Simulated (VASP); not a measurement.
Input:

```
PtSb2
1.0
    6.45855     0.00000     0.00000
    0.00000     6.45855     0.00000
    0.00000     0.00000     6.45855
Sb Pt
8 4
Direct
  0.62579   0.87421   0.12579
  0.12579   0.62579   0.87421
  0.62579   0.62579   0.62579
  0.37421   0.37421   0.37421
  0.87421   0.12579   0.62579
  0.87421   0.37421   0.12579
  0.12579   0.87421   0.37421
  0.37421   0.12579   0.87421
  0.00000   0.50000   0.50000
  0.50000   0.00000   0.50000
  0.00000   0.00000   0.00000
  0.50000   0.50000   0.00000
```

All values below come from PBEsol GGA, VASP's PBE PAW potentials (set 64) (plane waves; VASP). Settings: 400 eV cut-off, Gaussian smearing of 0.050 eV, potentials Sb Pt.

Task: Give the energies of bands 33 to 46 at the high-symmetry points, in eV from the Fermi level.

Result: 
```csv
band,Γ,X,M,R,X1
33,-3.30,-2.15,-1.79,-1.27,-2.15
34,-2.32,-2.15,-1.79,-1.27,-2.15
35,-2.32,-1.86,-1.79,-1.27,-1.86
36,-2.32,-1.86,-1.79,-1.27,-1.86
37,-1.70,-1.45,-0.75,-0.68,-1.45
38,-0.51,-1.45,-0.75,-0.68,-1.45
39,-0.51,-0.63,-0.75,-0.68,-0.63
40,-0.51,-0.63,-0.75,-0.68,-0.63
41,-0.02,0.76,1.72,-0.05,0.76
42,-0.02,0.76,1.72,-0.05,0.76
43,-0.02,1.52,1.72,-0.05,1.52
44,0.83,1.52,1.72,-0.05,1.52
45,3.24,2.27,1.86,2.60,2.27
46,3.24,2.27,1.86,2.60,2.27
```

It has no gap at this level: it comes out as a metal or semimetal.

Measured: gap 0.11 eV (computed value off by -0.11 eV), as given by Y. Saeed et al., Journal of Applied Physics (2013), arXiv:1402.4256.

The compound is PtSb2 in the pyrite structure. It was relaxed first.
